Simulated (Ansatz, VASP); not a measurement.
## Two plane-wave programs on Si3Sn

```xyz
4
Lattice="4.0376 0.0000 0.0000 0.0000 4.0376 0.0000 0.0000 0.0000 5.5974" Properties=species:S:1:pos:R:3 pbc="T T T"
Si    2.0188    0.0000    4.3394
Si    2.0188    2.0188    0.0000
Si    0.0000    2.0188    1.2580
Sn    0.0000    0.0000    2.7987
```

Change from the starting cell: uniaxial_z strain -2.6%.

Alike in both runs: task single point; functional r2SCAN; k mesh 6 × 6 × 4; no spin polarisation.

```csv
,VASP,Ansatz
version,VASP 6.6.1,Ansatz 0.2.0
potentials or method,"VASP PAW PBE potentials, release 64 (Si, Sn_d)","plane waves, PAW"
plane-wave cutoff (eV),520,500
occupations,"gaussian, width 0.01 eV",fixed
valence electrons in the cell,26,26
```

VASP gave:

```
gap on the k mesh at the Fermi level (eV)       : 0.45
pressure (GPa)                                  : 2.0
largest component of the traceless stress (GPa) : 1.37
```

**Question.** What did Ansatz give for the same quantities?

**Answer.** gap on the k mesh at the Fermi level (eV): 0.45; pressure (GPa): 2.2; largest component of the traceless stress (GPa): 1.35.

Caveats: the PAW data sets were made with another functional, which shifts forces and pressure a little (VASP); spin-orbit coupling is left out, which moves the levels of the heavy elements.
